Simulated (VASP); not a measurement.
FeSi, 8 atoms in the cell. Symmetry: P2_13, No. 198, cubic system. The conventional cell has a = 4.406 Å, b = 4.406 Å, c = 4.406 Å, α = 90.00°, β = 90.00°, γ = 90.00°. Fe (site symmetry 3) is surrounded by 7 Si at 2.26 to 2.47 Å. Si (site symmetry 3) has 7 Fe at 2.26 to 2.47 Å as nearest neighbours. 

```yaml
Program: VASP 6.6.1
Task: band structure
Functional: PBE
Potentials_or_basis: VASP PAW PBE potentials, release 64 (Fe, Si)
Cutoff: 520 eV
k_mesh: 8 × 8 × 8
Occupations: gaussian, width 0.03 eV
Spin: no spin polarisation
Further_INCAR_settings: ALGO = Fast; EDIFF = 1e-06; NBANDS = 34
```

Potentials or basis: VASP PAW PBE potentials, release 64 (Fe, Si).

Command:

```console
$ cat potpaw_PBE.64/Fe/POTCAR potpaw_PBE.64/Si/POTCAR > POTCAR
$ mpirun -np 2 vasp_std > vasp.out
```

Hardware: 2 MPI ranks on Intel(R) Xeon(R) 6975P-C (Granite Rapids), with other jobs on the host.

Question: How long does it take, and how much memory?

Answer: It took 79 s on 2 MPI ranks on Intel(R) Xeon(R) 6975P-C (Granite Rapids), on a shared host, peak memory 0.32 GiB a rank. Counts: scf iterations 46, k points 45.
